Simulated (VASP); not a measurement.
```yaml
crystal:
  lattice:
    - [8.75833, 0.00000, 0.00000]
    - [0.00000, 8.75833, 0.00000]
    - [0.00000, 0.00000, 8.75833]
  atoms:
    - { symbol: Si, position: [0.49925, 0.00019, 0.00008] }
    - { symbol: Si, position: [0.74956, 0.25025, 0.99959] }
    - { symbol: Si, position: [0.74968, 0.99954, 0.25010] }
    - { symbol: Si, position: [0.99989, 0.00009, 0.00005] }
    - { symbol: Si, position: [0.24989, 0.24972, 0.00006] }
    - { symbol: Si, position: [0.49986, 0.50005, 0.99966] }
    - { symbol: Si, position: [0.75020, 0.74999, 0.00007] }
    - { symbol: Si, position: [0.24982, 0.00021, 0.24973] }
    - { symbol: Si, position: [0.49797, 0.24830, 0.24834] }
    - { symbol: Si, position: [0.75147, 0.50184, 0.24836] }
    - { symbol: Si, position: [0.49990, 0.99972, 0.50002] }
    - { symbol: Si, position: [0.75154, 0.24837, 0.50182] }
    - { symbol: Si, position: [0.75019, 0.00019, 0.75002] }
    - { symbol: Si, position: [0.99952, 0.50045, 0.00007] }
    - { symbol: Si, position: [0.24954, 0.75015, 0.00003] }
    - { symbol: Si, position: [0.00021, 0.25019, 0.25015] }
    - { symbol: Si, position: [0.24917, 0.49993, 0.25011] }
    - { symbol: Si, position: [0.49980, 0.75060, 0.25021] }
    - { symbol: Si, position: [0.99951, 0.00015, 0.50047] }
    - { symbol: Si, position: [0.24908, 0.25023, 0.50001] }
    - { symbol: Si, position: [0.49785, 0.50179, 0.50182] }
    - { symbol: Si, position: [0.74957, 0.75059, 0.50000] }
    - { symbol: Si, position: [0.24963, 0.00002, 0.75004] }
    - { symbol: Si, position: [0.49984, 0.25022, 0.75050] }
    - { symbol: Si, position: [0.74967, 0.49990, 0.75045] }
    - { symbol: Si, position: [0.99961, 0.74994, 0.24966] }
    - { symbol: Si, position: [0.00027, 0.50004, 0.50000] }
    - { symbol: Si, position: [0.24987, 0.75000, 0.50050] }
    - { symbol: Si, position: [0.99961, 0.24959, 0.75002] }
    - { symbol: Si, position: [0.24985, 0.50046, 0.75007] }
    - { symbol: Si, position: [0.49930, 0.74988, 0.75002] }
    - { symbol: Si, position: [0.99983, 0.75016, 0.75008] }
    - { symbol: C, position: [0.62517, 0.12652, 0.12655] }
    - { symbol: C, position: [0.87319, 0.37461, 0.12654] }
    - { symbol: C, position: [0.87319, 0.12652, 0.37453] }
    - { symbol: C, position: [0.12480, 0.12540, 0.12530] }
    - { symbol: C, position: [0.37625, 0.37556, 0.12650] }
    - { symbol: C, position: [0.62427, 0.62370, 0.12658] }
    - { symbol: C, position: [0.87453, 0.87514, 0.12527] }
    - { symbol: C, position: [0.37615, 0.12664, 0.37567] }
    - { symbol: C, position: [0.87319, 0.62366, 0.37561] }
    - { symbol: C, position: [0.62431, 0.12665, 0.62362] }
    - { symbol: C, position: [0.87334, 0.37547, 0.62358] }
    - { symbol: C, position: [0.87447, 0.12536, 0.87525] }
    - { symbol: C, position: [0.12463, 0.62475, 0.12530] }
    - { symbol: C, position: [0.37491, 0.87509, 0.12535] }
    - { symbol: C, position: [0.12469, 0.37513, 0.37509] }
    - { symbol: C, position: [0.37613, 0.62359, 0.37452] }
    - { symbol: C, position: [0.62467, 0.87516, 0.37504] }
    - { symbol: C, position: [0.12463, 0.12530, 0.62484] }
    - { symbol: C, position: [0.37613, 0.37455, 0.62360] }
    - { symbol: C, position: [0.62514, 0.62348, 0.62354] }
    - { symbol: C, position: [0.87440, 0.87506, 0.62488] }
    - { symbol: C, position: [0.37495, 0.12535, 0.87488] }
    - { symbol: C, position: [0.62465, 0.37515, 0.87508] }
    - { symbol: C, position: [0.87444, 0.62482, 0.87490] }
    - { symbol: C, position: [0.12473, 0.87505, 0.37509] }
    - { symbol: C, position: [0.12485, 0.62489, 0.62489] }
    - { symbol: C, position: [0.37505, 0.87513, 0.62483] }
    - { symbol: C, position: [0.12463, 0.37499, 0.87503] }
    - { symbol: C, position: [0.37497, 0.62484, 0.87527] }
    - { symbol: C, position: [0.62468, 0.87510, 0.87506] }
    - { symbol: C, position: [0.12468, 0.87520, 0.87504] }
    - { symbol: N, position: [0.62479, 0.37501, 0.37508] }
```
Cell charge +1.

All values below come from HSE06 screened hybrid, VASP's PBE PAW potentials (set 64) (plane waves; VASP 6.6.1). Run with PREC = Normal, LREAL = Auto, ISYM = 0, NELECT = 256.0, EDIFF = 1E-5, 400 eV cut-off, 1×1×1 Γ-centred mesh, Gaussian smearing of 0.050 eV, potentials Si C N.

The cell is charged, with a uniform compensating background. The supercell is sampled at Γ alone, which is coarse: total energies, pressure and levels can be off, energies of defects by several tenths of an eV.

Question: Estimate the energy per atom (σ→0).

Answer: 
The energy per atom (σ→0) is -8.841 eV/atom.

The absolute energy has meaning only against runs of the same code, potentials and settings.

The cell is a supercell with a defect, built from SiC (zinc blende): N_C, charge +1. The cell's shape comes from a PBE relaxation. The run is not spin-polarised, so no state with unpaired spins was tried.
